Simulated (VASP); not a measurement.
An input for Ansatz (written as the equivalent of a VASP run, and not itself run):

Ansatz 0.2 input:
```yaml
crystal:
  lattice:
    - [0.0000000, 8.8846398, -0.0294369]
    - [4.3141250, 0.0000000, 0.0000000]
    - [0.0000000, -5.7418046, -8.3762135]
  atoms:
    - { symbol: Ag, position: [0.5000000, 0.4868778, 0.7500000] }
    - { symbol: Ag, position: [0.5000000, 0.5131222, 0.2500000] }
    - { symbol: Te, position: [0.3019453, 0.9767323, 0.2949976] }
    - { symbol: Te, position: [0.6980547, 0.9767323, 0.2050024] }
    - { symbol: Te, position: [0.6980547, 0.0232677, 0.7050024] }
    - { symbol: Te, position: [0.3019453, 0.0232677, 0.7949976] }
    - { symbol: Te, position: [0.8090356, 0.5764833, 0.0493915] }
    - { symbol: Te, position: [0.1909644, 0.5764833, 0.4506085] }
    - { symbol: Te, position: [0.1909644, 0.4235167, 0.9506085] }
    - { symbol: Te, position: [0.8090356, 0.4235167, 0.5493915] }
    - { symbol: Au, position: [0.0000000, 0.0000000, 0.0000000] }
    - { symbol: Au, position: [0.0000000, 0.0000000, 0.5000000] }
kpoints:
  mp_grid: { grid: [4, 7, 4] }
hamiltonian:
  xc: pbesol
  pseudopotentials: { kind: paw }
scf:
  occupations: { method: methfessel_paxton, width: 0.1 }
  max_iter: 100
relax:
  max_steps: 60
  f_tol: 0.02
  cell: {}
output: { forces: true, stress: true, eigenvalues: true }
```

Translate this input to VASP (INCAR, KPOINTS, POSCAR, choice of POTCAR).

This is not unique; one that fits is 
KPOINTS:
```
Automatic mesh
0
Gamma
4 7 4
0 0 0
```

### INCAR
```
# general
SYSTEM  = AgTe4Au
PREC    = Accurate
ENCUT   = 400
LREAL   = .FALSE.   # projection in real space or not
LASPH   = .TRUE.

# electronic loop
EDIFF   = 1E-6
NELM    = 100   # most electronic steps
ALGO    = Normal   # blocked Davidson
LMAXMIX = 6

# smearing
ISMEAR  = 1   # Methfessel-Paxton
SIGMA   = 0.1

# functional
GGA     = PS   # PBEsol

# ions
IBRION  = 2   # conjugate gradients
NSW     = 60   # most ionic steps
ISIF    = 3
EDIFFG  = -0.02   # ionic stop

# output
LWAVE   = .FALSE.
LCHARG  = .FALSE.
```

POSCAR:
```
AgTe4Au
1
    0.0000000000     8.8846398021    -0.0294369448
    4.3141249965     0.0000000000     0.0000000000
    0.0000000000    -5.7418045529    -8.3762135079
Ag Te Au
2 8 2
Direct
  0.5000000000   0.4868778300   0.7500000000
  0.5000000000   0.5131221700   0.2500000000
  0.3019452657   0.9767322693   0.2949976171
  0.6980547343   0.9767322693   0.2050023829
  0.6980547343   0.0232677307   0.7050023829
  0.3019452657   0.0232677307   0.7949976171
  0.8090355563   0.5764833133   0.0493915079
  0.1909644437   0.5764833133   0.4506084921
  0.1909644437   0.4235166867   0.9506084921
  0.8090355563   0.4235166867   0.5493915079
  0.0000000000   0.0000000000   0.0000000000
  0.0000000000   0.0000000000   0.5000000000
```

POTCAR, in this order: Ag Te Au (PBE.64 set). Program: vasp_std.

The two are equivalent in intent, not identical: each code has its own PAW files, so the cut-off isn't converted (ENCUT is set for VASP's; basis.ecutwfc is left out, and Ansatz then takes the one that its files recommend); Ansatz stops its SCF on the density residual and VASP on the energy change (EDIFF).

The compound is AgTe4Au in the sg13 structure. This run relaxes it. Symmetry was kept, so distortions that lower it aren't found. The start is the result of an earlier pass.
